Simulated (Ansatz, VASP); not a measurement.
# BiSb in two plane-wave programs, part 2 of 2

Wanted: the spread between two codes on one cell, functional and k mesh. The cell is generated by rule, not measured, and may not be a known phase. The cell is taken from a series of runs on this material, whose earlier steps may have relaxed, scaled, displaced or heated it; both programs get it as it stands.

VASP 6.6.1 and Ansatz 0.2.0.

So far: The starting structure; VASP: zone-centre phonons, PBEsol.

The structure was built from a prototype and need not be the compound's stable phase.

### 3. Ansatz: zone-centre phonons, PBEsol

Level of this step: Ansatz beside VASP: Kohn-Sham DFT, plane waves, PBEsol (Ansatz).

Ansatz runs on its default PAW (the set named soft_2) files.

The same cell, functional, mesh and smearing now go to Ansatz, which takes its cutoff from its data sets.

Contents of input.yaml:

```yaml
crystal:
  lattice:
    - [4.307888458, 0.0, 0.0]
    - [-2.153944229, 3.7307408413, 0.0]
    - [0.0, 0.0, 8.3047178766]
  atoms:
    - { symbol: Bi, position: [0.0, 0.0, 0.978838781] }
    - { symbol: Bi, position: [0.0, 0.0, 0.478838781] }
    - { symbol: Sb, position: [0.3333333333, 0.6666666667, 0.2787278443] }
    - { symbol: Sb, position: [0.6666666667, 0.3333333333, 0.7787278443] }
kpoints:
  mp_grid: { grid: [12, 12, 6] }
hamiltonian:
  xc: pbesol
scf:
  occupations: { method: methfessel_paxton, width: 0.15 }
output:
  eigenvalues: true
phonons:
  method: dfpt
```

Launch:

```sh
$ ansatz run input.yaml --threads 4 --pin off --max-ram 7168MiB --backend cpu --events-out ev --progress --plain --runs-dir out
```

Numbers of over 12 decimals in the logs are rounded to 6 here.

The log of the run:

```text
Engine: ansatz 0.2.0, aarch64-unknown-linux-gnu
Pseudopotentials: kind: paw
Pseudopotential: Bi, paw, valence charge 15, recommended cutoff 420 eV (normal), Bi.paw.azcp
Pseudopotential: Sb, paw, valence charge 15, recommended cutoff 420 eV (normal), Sb.paw.azcp
Functional definition: PBEsol
  exchange = pbesol_x
  correlation = pbesol_c
Crystal: 4 atoms, lattice volume = 133.470 Å³
Basis set: ecut = 420 eV, 2613 PW (Γ), exchange–correlation on 60×60×120 points (8 copies of the dense FFT grid, shifted against one another)
Bands: 36, of which v1, the nominal top of the filled ones, is band 30 counted from 1 (29 counted from 0)
Symmetry: 12 space group operations
k-points: 242 of 864 (irreducible under 2 space group operations, time reversal used)
Non-local potential: Bi, projectors of the file, l = 0: 2, l = 1: 2, l = 2: 2, l = 3: 2
Non-local potential: Sb, projectors of the file, l = 0: 2, l = 1: 2, l = 2: 2, l = 3: 2
PAW form: soft (Blöchl's): semilocal exchange-correlation on the pseudo side does not see the compensation charge
PAW frozen core: Bi, regenerated for the run's functional, and the local potential with it (the file was generated under x = pbe(κ = 0.804, μ = 0.219515), c = pbe(β = 0.066725))
PAW frozen core: Sb, regenerated for the run's functional, and the local potential with it (the file was generated under x = pbe(κ = 0.804, μ = 0.219515), c = pbe(β = 0.066725))
PAW one-centre angular grid: Bi, 590 points (default); XC on 64 Gauss nodes
PAW one-centre angular grid: Sb, 590 points (default); XC on 64 Gauss nodes
Initial density: superposition of atomic densities (neutral atoms: chi_scale 0, normalization atom), corrected by the library's trained network
Initial wavefunctions: pseudopotential atomic-orbital guess
Functional: x = pbesol(κ = 0.804, μ = 0.123457), c = pbesol(β = 0.046)
SCF iter   1: F=—  HF=-37299.989631 eV  |F-HF|=—  |Δ(HF+E_count)|=         —  Δρ=2.37e-3  dr2=7.66e-3  ethr=1.77e-3  ⟨swp⟩=6.8  Hψ=36114  notcnv=0
preconditioner: auto → Kerker (q_TF=auto, 2.388 Å⁻¹)  [metal: Δε(μ)=0.096 eV  Ē_g=7.846 eV  σ=0.150 eV  W_gap=0.49  n_scr=36 (ndim 8)  ℏωp=14.4 eV  f_vac=0.009  D(μ)=0.63/eV (n_scr^D=2)]
SCF iter   2: F=—  HF=-37299.985419 eV  |F-HF|=—  |Δ(HF+E_count)|=   4.21e-3  S|Δr|=    0.00e0  Δρ=1.41e-3  dr2=2.58e-3  ethr=1.28e-5  ⟨swp⟩=2.0  Hψ=15041  notcnv=0
SCF iter   3: F=—  HF=-37299.985219 eV  |F-HF|=—  |Δ(HF+E_count)|=   2.00e-4  S|Δr|=    0.00e0  Δρ=3.67e-4  dr2=1.35e-4  ethr=4.30e-6  ⟨swp⟩=2.0  Hψ=15728  notcnv=0
SCF iter   4: F=—  HF=-37299.985185 eV  |F-HF|=—  |Δ(HF+E_count)|=   3.38e-5  S|Δr|=    0.00e0  Δρ=1.36e-4  dr2=3.57e-5  ethr=2.25e-7  ⟨swp⟩=2.0  Hψ=15755  notcnv=0
SCF iter   5: F=—  HF=-37299.985198 eV  |F-HF|=—  |Δ(HF+E_count)|=   1.24e-5  S|Δr|=    0.00e0  Δρ=5.20e-5  dr2=7.39e-6  ethr=5.94e-8  ⟨swp⟩=1.0  Hψ=8477  notcnv=0
SCF iter   6: F=—  HF=-37299.985198 eV  |F-HF|=—  |Δ(HF+E_count)|=   1.17e-7  S|Δr|=    0.00e0  Δρ=2.06e-5  dr2=8.78e-7  ethr=1.23e-8  ⟨swp⟩=2.0  Hψ=9595  notcnv=0
SCF iter   7: F=—  HF=-37299.985198 eV  |F-HF|=—  |Δ(HF+E_count)|=   1.42e-7  S|Δr|=    0.00e0  Δρ=5.36e-6  dr2=5.45e-8  ethr=1.46e-9  ⟨swp⟩=2.1  Hψ=14877  notcnv=0
SCF iter   8: F=—  HF=-37299.985198 eV  |F-HF|=—  |Δ(HF+E_count)|=   4.37e-9  S|Δr|=    0.00e0  Δρ=2.22e-6  dr2=7.20e-9  ethr=9.08e-11  ⟨swp⟩=2.0  Hψ=14177  notcnv=0
SCF iter   9: F=—  HF=-37299.985198 eV  |F-HF|=—  |Δ(HF+E_count)|=   1.08e-9  S|Δr|=    0.00e0  Δρ=4.99e-7  dr2=4.97e-10  ethr=1.20e-11  ⟨swp⟩=2.0  Hψ=15729  notcnv=0
SCF iter  10: F=—  HF=-37299.985198 eV  |F-HF|=—  |Δ(HF+E_count)|=    0.00e0  S|Δr|=    0.00e0  Δρ=1.06e-7  dr2=2.26e-11  ethr=1.00e-12  ⟨swp⟩=2.3  Hψ=15591  notcnv=0
SCF iter  11: F=-37299.985198 eV  HF=-37299.985198 eV  |F-HF|=7.28e-12  |Δ(HF+E_count)|=    0.00e0  S|Δr|=    0.00e0  Δρ=3.82e-8  dr2=3.05e-12  ethr=1.00e-12  ⟨swp⟩=10.1  Hψ=46713  notcnv=0
SCF 1 converged in 11 iterations: F = -37299.985198 eV  dr2 = 3.05e-12
  greatest PAW one-centre occupation: 0.996 electrons in one spin orbital (limit 2), on the Sb atom at site 3 (counted from 0), in its partial waves of l = 2
DFPT response loops at Γ: preconditioner auto → Kerker (q_TF=auto, 2.388 Å⁻¹) (partly filled bands, converged f_vac=0.010); β = 1.00, the filter's whole step (`scf.mixing.beta` (0.50) is not read by the response loops under this deck's `scf.mixing.preconditioner`; to damp them name `kerker` or `kerker_dos`, under which they read `scf.mixing.beta`, and type it under 1.00, their step now; both keys bind the ground state too); Broyden in place of MSR1
SCF converged after 11 iterations
Stability not checked: this state was not tested for a lower state beside it, because cold or Methfessel-Paxton smearing, or corrected tetrahedra, fill the levels in a way that the test cannot read (fill_not_monotonic; see scf.lower_state_search)
Free energy (F): -37299.985198 eV
Harris-Foulkes:  -37299.985198 eV  (|F-HF|=7.28e-12)
Internal energy: -37299.987234 eV  (E = F + TS)
E sigma→0 (E₀):  -37299.985707 eV
Entropy (-TS):   0.002036 eV (0.509 meV/atom)
Fermi energy:    9.601073 eV
--- Per-component energies (eV) ---
  E_band       = -576.735717
  E_kinetic    = 1019.957358
  E_local      = -6431.514539  (includes V_loc(G=0)·N_el)
  E_nonlocal   = 1851.982157
  E_hartree    = 2513.286575
  E_xc         = -575.342186
  E_vxc        = -481.252220  (∫ρ·V_xc dr)
  E_paw        = -30018.159429  (= ΣΔE_a)
  E_vpaw       = -1562.480649  (= ΣTr[D̂ρ^β])
  E_aug_tail   = -0.000925  (compensation charges beyond the density's cutoff)
  E_ewald      = -5661.039463
  E_core_change = 0.843218  (= ΣΔE_core)
  E_smearing   = 0.002036  (= −TS)
  E_closure    = 0.000000  (closes the sum)
  Σ components = -37299.985198   (vs F -37299.985198, Δ=0.00e0)
--- Band table (eV; the first three rows and the last of 242) ---
  k-point 0: bands = [... 26 lower, 8.2255, 9.0512, 9.0512, 9.1869, 10.5410, 10.7326, 10.7326, 11.7559, ... 2 higher]
  k-point 1: bands = [... 26 lower, 8.2674, 8.9725, 8.9725, 8.9954, 10.7495, 10.8129, 10.8129, 11.6981, ... 2 higher]
  k-point 2: bands = [... 26 lower, 8.3882, 8.6008, 8.7853, 8.7853, 11.0122, 11.0122, 11.1746, 11.5089, ... 2 higher]
  k-point 241: bands = [... 26 lower, 6.2396, 6.2396, 8.1497, 8.1497, 9.9709, 9.9709, 12.4619, 12.4619, ... 2 higher]
--- Phonons (Γ-DFPT): 4 representative perturbations + reference, on 242 of 864 k-points (Σ response iterations 12) ---
  k mesh reduced under 2 symmetry operations, with k and −k counted as one. Each operation leaves every solved perturbation unchanged. A smaller set is not used because it would not reduce the number of displacements times k-points to solve
  ASR residual: 3.007e-5 → 0.000e0 eV/Å²; symmetrization residual: 8.172e-5 eV/Å²
  ASR residual per site (eV/Å²): 3.01e-5 3.01e-5 1.63e-5 1.63e-5
  Γ frequencies (cm⁻¹): 0.00 0.00 0.00 33.27 33.27 66.36 121.08 121.08 125.61 125.61 128.93 148.81
  non-analytic LO–TO correction: not included (Born effective charges unavailable; polar crystals: no LO–TO splitting at Γ)
```

In the SCF lines HF is the Harris–Foulkes energy and dr2 the Hartree energy of the density residual, in eV; the loop may stop once dr2 is under the threshold and the program's other checks hold. Hψ counts applications of the Hamiltonian.

### 4. Differences

Known differences besides the potentials themselves: the data sets hold 60 valence electrons in Ansatz (on its default PAW (the set named soft_2) files) and 40 in VASP; the cutoff is 420 eV in Ansatz and 500 eV in VASP; Ansatz makes its cores anew for this functional, VASP keeps those of its PBE data sets. Total energies have different zeros and are not compared.

Both answers:

```tsv
quantity	Ansatz	VASP	difference
optical mode 1 to 2 (cm⁻¹)	33.3	33.0	+0.2
optical mode 3 (cm⁻¹)	66.4	66.2	+0.28 %
optical mode 4 to 5 (cm⁻¹)	121.1	121.8	-0.61 %
optical mode 6 to 7 (cm⁻¹)	125.6	126.1	-0.37 %
optical mode 8 (cm⁻¹)	128.9	130.0	-0.79 %
optical mode 9 (cm⁻¹)	148.8	149.6	-0.53 %
```

Modes are paired by rising frequency, not by their patterns, so a pair may set unlike modes beside each other; they are those without the splitting of longitudinal modes.

### 5. Summary of results

```
r.m.s. difference of the optical zone-centre modes, each program's sorted by frequency (zone-centre phonons, PBEsol) : 0.61 cm⁻¹
difference in optical mode 8 (zone-centre phonons, PBEsol)                                                           : -0.8 %
```

What this shows: The r.m.s. difference of the optical zone-centre modes, each program's sorted by frequency is 0.61 cm⁻¹ (zone-centre phonons, PBEsol). The data sets hold unlike numbers of valence electrons (60 in Ansatz and 40 in VASP), so part of the differences comes from the potentials. Among the rows given in per cent, the largest difference of the zone-centre phonons, PBEsol pair is in optical mode 8, -0.8 %. Such differences can come from data sets, numerical settings and the points named under the comparisons, not from the functional's error against experiment.

[Lines on the potential files, build, host, timing and source positions are cut from VASP's logs without a mark.]

[Logs are printed without paths, hosts, clocks, repeated set-up lines and the standing remarks that a program may print on its own settings, such as how far it seeks lower states.]

[Hosts, paths, dates, database ids (printed as entryN), source tags and the programs' standing remarks are cut or masked in the printed files.]
